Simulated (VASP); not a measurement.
## PdIn: energy against strain

PdIn (CsCl type, Pm-3m, 17.133 Å³/atom and stress up to 0.01 GPa in the relaxed cell, cube axes along x, y and z) under a strain ε along a cube axis (axis z), the other axes held. PBEsol in VASP (plane waves, PAW), 480 eV, 14×14×14 Γ-centred mesh, Methfessel-Paxton smearing 0.10 eV; ions are relaxed, or left where forces stay under 0.02 eV/Å, within the symmetry of each cell.

Here s stands for strain and y for E less E0.

```csv
strain (%),E less E0 (meV/atom)
-1.50,1.77
-1.00,0.77
-0.50,0.19
0.00,0.00
0.50,0.17
1.00,0.70
1.50,1.63
3.00,?
```

Taking a parabola for y over the 7 complete rows: Least squares gives y = -0.011 - 0.0414·s + 0.7581·s². Residuals (row less fit): 0.013, -0.018, -0.009, 0.011, 0.012, -0.006, -0.003; standard error 0.015 (degrees of freedom: 4). Twice the quadratic coefficient over the volume, 2 × 0.7581 meV × 10⁴ × 0.1602 / 17.133 Å³, is the elastic constant C11 = about 140 GPa.

### Question
What does the fit predict for y at s = 3.00, and how far is the calculated value from it?

### Answer
y = -0.011 - 0.0414 × 3.0 + 0.7581 × 3.0² = 6.688 meV/atom. The calculation gives 6.74 meV/atom, 0.052 meV/atom above the prediction (0.8 % of the range of y in the table). The row lies outside the fitted rows, so this is an extrapolation. From the scatter of the fitted rows alone, a prediction at this place has a standard error of 0.058 meV/atom, so the miss is 0.9 times that.

A polynomial of degree 3 through the 12 other runs of the series gives 6.50 there. In a metal these values are sensitive to mesh and smearing; energies are taken to zero smearing, stresses follow the free energy. The runs aren't spin-polarised. For PdIn: the electron count is odd and the run is not spin-polarised, which forces a metal. Rows are the converged runs of the series near zero and its far end, less any whose ions stayed unrelaxed beside relaxed ones; series whose fitted rows scatter by over a few per cent of the range, as at a crossing or softening among them, aren't shown in this form. Most that stay on the fit to the last digits aren't either.
